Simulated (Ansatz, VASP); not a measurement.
# RbLi15O8 (a cell with a defect): VASP beside Ansatz

```
Rb Li O
1.0
     0.00000    4.65371    4.65371
     4.65371    0.00000    4.65371
     4.65371    4.65371    0.00000
Rb Li O
1 15 8
Cartesian
  3.4903 3.4903 3.4903
  5.8171 5.8171 3.4903
  5.8171 3.4903 5.8171
  8.1440 5.8171 5.8171
  3.4903 5.8171 5.8171
  5.8171 8.1440 5.8171
  5.8171 5.8171 8.1440
  8.1440 8.1440 8.1440
  1.1634 1.1634 1.1634
  3.4903 3.4903 1.1634
  3.4903 1.1634 3.4903
  5.8171 3.4903 3.4903
  1.1634 3.4903 3.4903
  3.4903 5.8171 3.4903
  3.4903 3.4903 5.8171
  5.8171 5.8171 5.8171
  0.0000 0.0000 0.0000
  2.3269 2.3269 0.0000
  2.3269 0.0000 2.3269
  4.6537 2.3269 2.3269
  0.0000 2.3269 2.3269
  2.3269 4.6537 2.3269
  2.3269 2.3269 4.6537
  4.6537 4.6537 4.6537
```

Alike in both runs: task electric field gradients; functional PBE; k mesh 4 × 4 × 4; occupations fermi-dirac, width 0.01 eV; no spin polarisation.

|  | VASP | Ansatz |
| --- | --- | --- |
| version | VASP 6.6.1 | Ansatz 0.2.0 |
| potentials or method | VASP PAW PBE potentials, release 64 (Rb_sv, Li_sv, O) | plane-wave PAW, scalar-relativistic |
| plane-wave cutoff (eV) | 520 | 420 |
| valence electrons in the cell | 102 | 102 |

Ansatz gave:

| Quantity | Value |
| --- | --- |
| gap on the k mesh at the Fermi level (eV) | 3.67 |
| rms of the force components (eV/Å) | 1.795 |
| Vzz of the field gradient on the site that differs most (V/Å²) | -45.1 |

Task: Which values does VASP return?

Result: gap on the k mesh at the Fermi level (eV): 3.69; rms of the force components (eV/Å): 1.857; Vzz of the field gradient on the site that differs most (V/Å²): -44.4.

Atom by atom the forces differ by 0.062 eV/Å (rms over components). With one functional, cell and mesh, what is left measures potentials, basis and numerics. Ansatz warned: «gradients_without_spin_orbit».

 PBE gaps usually lie below the measured ones, often by a third to a half.
